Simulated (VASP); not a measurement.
Data:

```
Al
1.0
    0.00000     2.02669     2.02669
    2.02669     0.00000     2.02669
    2.02669     2.02669     0.00000
Al
1
Direct
  0.00000   0.00000   0.00000
```

Computed with revPBE GGA, VASP's PBE PAW potentials (set 64) (plane waves; VASP). Numerical set-up: 520 eV cut-off, 17×17×17 Γ-centred mesh, tetrahedra with Blöchl corrections, potentials Al.

**Question.** The job: Al (fcc), 1 atom, revPBE, static run, 520 eV, 17×17×17 Γ-centred mesh. Roughly how much core time does it take on a busy server core?

**Answer.** About 8 core-seconds (one run on a shared machine, a rough figure). It had 165 irreducible k-points, 5 bands, up to 462 plane waves and 12 electronic steps.

The compound is Al in the fcc structure. It was relaxed first.
